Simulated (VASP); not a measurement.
Method: PBE GGA, VASP's PBE PAW potentials (set 64) (plane waves; VASP 6.6.1).

The input files of a VASP run:

### INCAR
```
SYSTEM  =  BAs
PREC  =  Accurate; ENCUT  =  520; LREAL  =  .FALSE.
LASPH  =  .TRUE.; ICHARG  =  11
EDIFF  =  1E-6; NELM  =  100; ALGO  =  Normal
LMAXMIX  =  4
ISMEAR  =  0; SIGMA  =  0.05
GGA  =  PE
LWAVE  =  .FALSE.; LCHARG  =  .FALSE.
```

### POSCAR
```
BAs
1.0
  0.0000000000   2.4082175096   2.4082175096
  2.4082175096   0.0000000000   2.4082175096
  2.4082175096   2.4082175096   0.0000000000
B As
1 1
Direct
  0.0000000000   0.0000000000   0.0000000000
  0.2500000000   0.2500000000   0.2500000000
```

### KPOINTS
```
k-points along high-symmetry lines
15
Line-mode
Reciprocal
  0.000000   0.000000   0.000000 ! GAMMA
 -0.500000  -0.500000   0.000000 ! X

 -0.500000  -0.500000   0.000000 ! X
 -0.375000  -0.375000   0.250000 ! U

 -0.375000  -0.000000   0.375000 ! K
  0.000000   0.000000   0.000000 ! GAMMA

  0.000000   0.000000   0.000000 ! GAMMA
 -0.000000  -0.000000   0.500000 ! L

 -0.000000  -0.000000   0.500000 ! L
 -0.500000  -0.250000   0.250000 ! W

 -0.500000  -0.250000   0.250000 ! W
 -0.500000  -0.500000   0.000000 ! X
```

POTCAR, in this order: B As (PBE.64 set). Program: vasp_std. Read from the step before: CHGCAR.

The resulting files:

File OSZICAR:
```
       N       E                     dE             d eps       ncg     rms          rms(c)
DAV:   1     0.163795894174E+02    0.16380E+02   -0.39786E+03  1440   0.879E+02
DAV:   2    -0.903848600860E+01   -0.25418E+02   -0.24554E+02  2240   0.106E+02
DAV:   3    -0.938996743954E+01   -0.35148E+00   -0.35148E+00  1736   0.167E+01
DAV:   4    -0.939044663756E+01   -0.47920E-03   -0.47920E-03  2112   0.642E-01
DAV:   5    -0.939044687205E+01   -0.23449E-06   -0.23449E-06  1760   0.111E-02
DAV:   6    -0.939044687284E+01   -0.78813E-09   -0.78815E-09  2000   0.425E-04
   1 F= -.93904469E+01 E0= -.93904469E+01  d E =-.971857E-18
```

**OUTCAR**
```
 val. band max:        5.8570175662   @ k =   0.0000   0.0000   0.0000

 cond. band min:       7.0581590640   @ k =  -0.3929  -0.3929   0.0000



 k-point     1 :       0.0000    0.0000    0.0000
  band No.  band energies     occupation
      1      -9.3215      2.00000
      2       5.8570      2.00000
      3       5.8570      2.00000
      4       5.8570      2.00000
      5       9.1029      0.00000
      6       9.1029      0.00000
      7       9.1029      0.00000
      8      10.2323      0.00000

 k-point     2 :      -0.0357   -0.0357    0.0000
  band No.  band energies     occupation
      1      -9.2942      2.00000
      2       5.7056      2.00000
      3       5.7246      2.00000
      4       5.7246      2.00000
      5       9.0155      0.00000
      6       9.2651      0.00000
      7       9.2651      0.00000
      8      10.3835      0.00000

 k-point     3 :      -0.0714   -0.0714    0.0000
  band No.  band energies     occupation
      1      -9.2121      2.00000
      2       5.2970      2.00000
      3       5.3903      2.00000
      4       5.3903      2.00000
      5       8.8123      0.00000
      6       9.6886      0.00000
      7       9.6886      0.00000
      8      10.7302      0.00000

 k-point     4 :      -0.1071   -0.1071    0.0000
  band No.  band energies     occupation
      1      -9.0758      2.00000
      2       4.7191      2.00000
      3       4.9583      2.00000
      4       4.9583      2.00000
      5       8.5575      0.00000
      6      10.2674      0.00000
      7      10.2674      0.00000
      8      11.0998      0.00000

 k-point     5 :      -0.1429   -0.1429    0.0000
  band No.  band energies     occupation
      1      -8.8858      2.00000
      2       4.0427      2.00000
      3       4.4973      2.00000
      4       4.4973      2.00000
      5       8.2822      0.00000
      6      10.9310      0.00000
      7      10.9310      0.00000
      8      11.3240      0.00000
...
```

The density is held fixed in this step, so its total energy and stress have no physical meaning.

The compound is BAs in the zinc blende structure. It was relaxed first.
